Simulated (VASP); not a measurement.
Input for VASP

### INCAR
```
SYSTEM = CsCl
PREC = Accurate; ENCUT = 400; LREAL = .False.
LASPH = .True.
EDIFF = 1E-5; NELM = 100; ALGO = Normal
LMAXMIX = 4
ISMEAR = 0; SIGMA = 0.05
GGA = PE
ISIF = 2
LWAVE = .False.; LCHARG = .False.
```

### POSCAR
```
CsCl
4.1635170
  0.9896476945   0.0000000000   0.0000000000
  0.0000000000   0.9718415945   0.0000000000
  0.0000000000   0.0000000000   1.0000000000
Cs Cl
1 1
Cart
  0.0000000000   0.0000000000   0.0000000000
  0.5178737317   0.4859207972   0.5000000000
```

File KPOINTS:
```
Automatic mesh
0
Gamma
6 6 6
0 0 0
```

POTCAR, in this order: Cs_sv Cl (PBE.64 set). Program: vasp_std.

Q: Write an equivalent input for Quantum ESPRESSO's pw.x.

A: One equivalent input (not run):
```
&CONTROL
  calculation = 'scf'
  pseudo_dir = './pseudo'
  outdir = './out'
  tprnfor = .true.
  tstress = .true.
/
&SYSTEM
  ibrav = 0
  nat = 2
  ntyp = 2
  ecutwfc = 58
  occupations = 'smearing'
  smearing = 'gaussian'
  degauss = 0.003675
  input_dft = 'pbe'
/
&ELECTRONS
  conv_thr = 7.3e-07
  electron_maxstep = 100
/
ATOMIC_SPECIES
  Cs 132.905 Cs.upf
  Cl 35.450 Cl.upf
CELL_PARAMETERS angstrom
     4.1204150    0.0000000    0.0000000
     0.0000000    4.0462790    0.0000000
     0.0000000    0.0000000    4.1635170
ATOMIC_POSITIONS crystal
  Cs   0.0000000  0.0000000  0.0000000
  Cl   0.5232910  0.5000000  0.5000000
K_POINTS automatic
  6 6 6 0 0 0
```
What does not carry over: the potentials are each code's own (VASP's PAW set, PseudoDojo norm-conserving files in pw.x), so ENCUT and ecutwfc are chosen apart and not converted; conv_thr bounds pw.x's estimated SCF error, while EDIFF bounds the energy change between steps.

The compound is CsCl in the CsCl type structure. The cell was not relaxed at this level, atoms are displaced from their ideal sites. The run is one of a series of settings (EDIFF = 1E-5 against the base run), some of them coarse on purpose.
